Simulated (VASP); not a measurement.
Input for VASP

File KPOINTS:
```
Automatic
0
Gamma
8 8 8
0 0 0
```

INCAR:
```
LREAL=F   # projection in real space or not
LASPH=T   # aspherical one-centre terms
PSTRESS=50   # kbar
EDIFFG=-0.02   # ionic stop
NSW=40   # most ionic steps
SIGMA=0.05
GGA=PS   # PBEsol
LMAXMIX=4   # l cut-off of mixed one-centre charges
SYSTEM=SrO
ISIF=3   # ions, shape and volume
IBRION=2   # conjugate gradients
LWAVE=F
PREC=Accurate
LCHARG=F
ENCUT=620
NELM=100   # most electronic steps
ISMEAR=0
ALGO=Normal
EDIFF=1E-6   # SCF stop (eV)
```

**POSCAR**
```
SrO
1
    0.0000000000     2.7152773790     2.7152773790
    2.7152773790     0.0000000000     2.7152773790
    2.7152773790     2.7152773790     0.0000000000
Sr O
1 1
Direct
  0.0000000000   0.0000000000   0.0000000000
  0.2500000000   0.2500000000   0.2500000000
```

POTCAR, in this order: Sr_sv O (PBE.64 set). Program: vasp_std.

Q: Translate this PBEsol calculation to Ansatz.

A: One equivalent input (not run):
Ansatz 0.2 input:
```yaml
crystal:
  lattice:
    - [0.0000000, 2.7152774, 2.7152774]
    - [2.7152774, 0.0000000, 2.7152774]
    - [2.7152774, 2.7152774, 0.0000000]
  atoms:
    - { symbol: Sr, position: [0.0000000, 0.0000000, 0.0000000] }
    - { symbol: O, position: [0.2500000, 0.2500000, 0.2500000] }
kpoints:
  mp_grid: { grid: [8, 8, 8] }
hamiltonian:
  xc: pbesol
  pseudopotentials: { kind: paw }
scf:
  occupations: { method: gaussian, width: 0.05 }
  max_iter: 100
relax:
  max_steps: 40
  f_tol: 0.02
  cell: { p_target: 5 }
output: { forces: true, stress: true, eigenvalues: true }
```
The two are equivalent in intent, not identical: each code has its own PAW files, so the cut-off isn't converted (ENCUT is set for VASP's; basis.ecutwfc is left out, and Ansatz then takes the one that its files recommend); Ansatz stops its SCF on the density residual and VASP on the energy change (EDIFF).

The structure was generated: SrO was put into the zinc blende type (F-43m), which need not be its known phase. It was relaxed first under an external pressure of 5 GPa.
